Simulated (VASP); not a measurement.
```
CeO2
1.0
    0.00000     2.66289     2.66289
    2.66289     0.00000     2.66289
    2.66289     2.66289     0.00000
Ce O
1 2
Cartesian
  0.00000   0.00000   0.00000
  1.33144   1.33144   1.33144
  3.99433   3.99433   3.99433
```

Computed with revTPSS meta-GGA, VASP's PBE PAW potentials (set 64) (plane waves; VASP). Settings: 520 eV cut-off, 7×7×7 Γ-centred mesh, Gaussian smearing of 0.050 eV, potentials Ce O.

Problem. Give the stress tensor in GPa (positive for a compressed cell).

Solution. 
```
13.25   0.00   0.00
 0.00  13.25   0.00
 0.00   0.00  13.25
```
The pressure is its mean diagonal, 13.25 GPa.

The compound is CeO2 in the fluorite structure. This cell is one point of a volume scan, at 0.94 of the reference volume. The run is not spin-polarised, so no magnetic state was tried.
